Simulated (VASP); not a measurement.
# AlCl (Fm-3m) in VASP: settings compared, part 2 of 2

VASP 6.6.1. Earlier steps stand in the parts before.

### Step 6. Relaxation of cell and atoms, revPBE

Input file INCAR:

```
PREC = Accurate
ENCUT = 600
EDIFF = 1E-6
ISMEAR = -1
SIGMA = 0.05
LREAL = False
LASPH = True
NELM = 80
ALGO = Normal
ISIF = 3
LWAVE = False
LCHARG = False
GGA = RE
IBRION = 2
NSW = 40
EDIFFG = -0.005
```

Input file KPOINTS:

```
Automatic mesh
0
Gamma
  8 8 8
```

Input file POSCAR:

```
AlCl
1.0
    0.0000000000      2.8486347600      2.8486347600
    2.8486347600      0.0000000000      2.8486347600
    2.8486347600      2.8486347600      0.0000000000
Al Cl
1 1
Direct
    0.5000000000      0.5000000000      0.5000000000
    0.0000000000      0.0000000000      0.0000000000
```

Potentials or basis: VASP PAW PBE potentials, release 64 (Al, Cl).

Launch:

```bash
> cat potpaw_PBE.64/Al/POTCAR potpaw_PBE.64/Cl/POTCAR > POTCAR
> mpirun -np 1 vasp_std > vasp.out
```

OUTCAR:

```text
PREC = Accurate
   ENCUT = 600
   EDIFF = 1E-6
   ISMEAR = -1
   LREAL = False
   LASPH = True
   NELM = 80
   ISIF = 3
   GGA = RE
   IBRION = 2
   NSW = 40
   EDIFFG = -0.005

 ion  position               nearest neighbor table
   1  0.500  0.500  0.500-   2 2.85   2 2.85   2 2.85   2 2.85   2 2.85   2 2.85
   2  0.000  0.000  0.000-   1 2.85   1 2.85   1 2.85   1 2.85   1 2.85   1 2.85

  LATTYP: Found a face centered cubic cell.
 ALAT       =     5.6972695200

  Lattice vectors:

 A1 = (   0.0000000000,   2.8486347600,   2.8486347600)
 A2 = (   2.8486347600,   0.0000000000,   2.8486347600)
 A3 = (   2.8486347600,   2.8486347600,   0.0000000000)

Analysis of symmetry for initial positions (statically):
=====================================================================
 Subroutine PRICEL returns:
[... 299 lines left out ...]

 k-point     1 :       0.0000    0.0000    0.0000
  band No.  band energies     occupation
      1     -13.0570      2.00000
      2      -1.1118      2.00000
      3      -0.9225      2.00000
      4      -0.9225      2.00000
      5      -0.9225      2.00000
      6       7.3702      0.00000
      7       7.3702      0.00000
      8       7.3702      0.00000
      9       8.8558      0.00000
[... 265 lines left out ...]
 k-point    24 :      -0.3750    0.2500    0.1250
  band No.  band energies     occupation
      1     -12.8484      2.00000
      2      -2.9512      2.00000
      3      -1.5350      2.00000
      4      -1.2241      2.00000
      5       1.6106      2.00000
      6       4.2354      0.00000
      7       5.7611      0.00000
      8       5.8420      0.00000
      9      10.1350      0.00000

 [... further k-points ...]

------------------------ aborting loop because EDIFF is reached ----------------------------------------

  FORCE on cell =-STRESS in cart. coord.  units (eV):
  Direction    XX          YY          ZZ          XY          YZ          ZX
  --------------------------------------------------------------------------------------
  -------------------------------------------------------------------------------------
  Total        0.0040184      0.0040184      0.0040184      0.0000000     -0.0000000      0.0000000
  in kB        0.1087099      0.1087099      0.1087099      0.0000000     -0.0000000      0.0000000
  external PRESSURE =       0.1087099 kB  Pullay stress =       0.0000000 kB
[... 17 lines left out ...]
  FREE ENERGIE OF THE ION-ELECTRON SYSTEM (eV)
  ---------------------------------------------------
  free  energy   TOTEN  =        -5.6359103542 eV

  energy  without entropy=       -5.6359085572  energy(sigma->0) =       -5.63590946

 reached required accuracy - stopping structural energy minimisation
```

OSZICAR:

```text
N       E                     dE             d eps       ncg     rms          rms(c)
DAV:   1     0.336193947500E+02    0.33619E+02   -0.42411E+03   522   0.988E+02
DAV:   2    -0.333959801602E+01   -0.36959E+02   -0.35571E+02   761   0.123E+02
DAV:   3    -0.546025257613E+01   -0.21207E+01   -0.21181E+01   624   0.350E+01
[... 32 lines left out ...]
DAV:   2    -0.563643379723E+01    0.12235E-01   -0.50472E-02   548   0.126E+00    0.182E-01
DAV:   3    -0.563600425262E+01    0.42954E-03   -0.36931E-03   541   0.416E-01    0.160E-01
DAV:   4    -0.563591590649E+01    0.88346E-04   -0.28231E-04   539   0.114E-01    0.332E-02
DAV:   5    -0.563590999544E+01    0.59110E-05   -0.43806E-05   530   0.484E-02    0.182E-02
DAV:   6    -0.563591035422E+01   -0.35878E-06   -0.35362E-06   526   0.149E-02
   4 F= -.56359104E+01 E0= -.56359095E+01  d E =-.232525E+00
```

CONTCAR:

```text
AlCl
   1.00000000000000
    -0.0000000000000000    3.0937615432436161    3.0937615432436161
     3.0937615432436161   -0.0000000000000000    3.0937615432436161
     3.0937615432436161    3.0937615432436161   -0.0000000000000000
  Al              Cl
     1     1
Direct
     0.5000000000000000    0.5000000000000000    0.5000000000000000
     0.0000000000000000    1.0000000000000000    1.0000000000000000

  0.00000000E+00  0.00000000E+00  0.00000000E+00
  0.00000000E+00  0.00000000E+00  0.00000000E+00
```

Run time: 12 s. Hardware: 1 thread of Intel Xeon 6975P-C (Granite Rapids), shared host; peak memory 0.18 GiB.

Results:

```yaml
Free_energy: -5.6359 eV
Relaxed_volume: 29.61 Å³/atom
Relaxed_cell: a = 4.375 Å, b = 4.375 Å, c = 4.375 Å, α = 60.00°, β = 60.00°, γ = 60.00°
Space_group_after_relaxing_to_0.05_Å: Fm-3m (No. 225)
Energy_gained_by_relaxing: 116.3 meV/atom
Ionic_steps: 4
Pressure_after_relaxing: 0.0 GPa
Band_gap_on_the_k_mesh: 0.91 eV, direct
```

Step by step:
| step | energy change (eV) | largest force (eV/Å) | pressure (GPa) | volume (Å³) |
| --- | --- | --- | --- | --- |
| 1 | 0.0000 | 0.0000 | 6.83 | 46.23 |
| 2 | -0.1898 | 0.0000 | 2.44 | 53.14 |
| 3 | -0.2316 | 0.0000 | 0.31 | 58.36 |
| 4 | -0.2325 | 0.0000 | 0.01 | 59.22 |

Final structure:
```
Al Cl
1.0
     0.00000    3.09376    3.09376
     3.09376    0.00000    3.09376
     3.09376    3.09376    0.00000
Al Cl
1 1
Direct
  0.50000 0.50000 0.50000
  0.00000 0.00000 0.00000
```

Levels at points of the mesh, in eV from the valence-band top:
| k point | band 2 | band 3 | band 4 | band 5 | band 6 | band 7 | band 8 | band 9 |
| --- | --- | --- | --- | --- | --- | --- | --- | --- |
| (0.00, 0.00, 0.00) | -3.56 | -3.37 | -3.37 | -3.37 | 4.92 | 4.92 | 4.92 | 6.41 |
| (0.50, 0.00, 0.00) | -5.74 | -3.45 | -3.45 | 0.00 | 0.91 | 2.93 | 2.93 | 7.56 |
| (0.50, 0.50, 0.00) | -4.80 | -3.91 | -3.91 | -2.83 | 3.74 | 4.11 | 4.57 | 4.57 |

Caveat: the volume moved by over 15 % at a fixed basis, so the end points are rough; the PAW data sets were made with another functional, which shifts forces and pressure a little.

### Step 7. Overview

```csv
level,potentials or basis,gap on the mesh (eV),pressure (GPa),relaxed volume (Å³/atom)
LDA,"VASP PAW LDA potentials, release 64 (Al, Cl)",0.16,0.0,24.96
PBE,"VASP PAW PBE potentials, release 64 (Al, Cl)",0.61,0.0,28.23
PBEsol,"VASP PAW PBE potentials, release 64 (Al, Cl)",0.02,0.0,26.00
RPBE,"VASP PAW PBE potentials, release 64 (Al, Cl)",1.04,0.0,30.27
revPBE,"VASP PAW PBE potentials, release 64 (Al, Cl)",0.91,0.0,29.61
```

Alike in all rows: task relaxation of cell and atoms; no spin polarisation; cell relaxed; k mesh 8 × 8 × 8; cutoff (eV) 600; smearing fermi-dirac 0.05 eV.

Caveats: the volume moved by over 15 % at a fixed basis, so the end points are rough (some runs); the PAW data sets were made with another functional, which shifts forces and pressure a little (some runs).

Absolute energies hang on the potentials; compare differences alone.
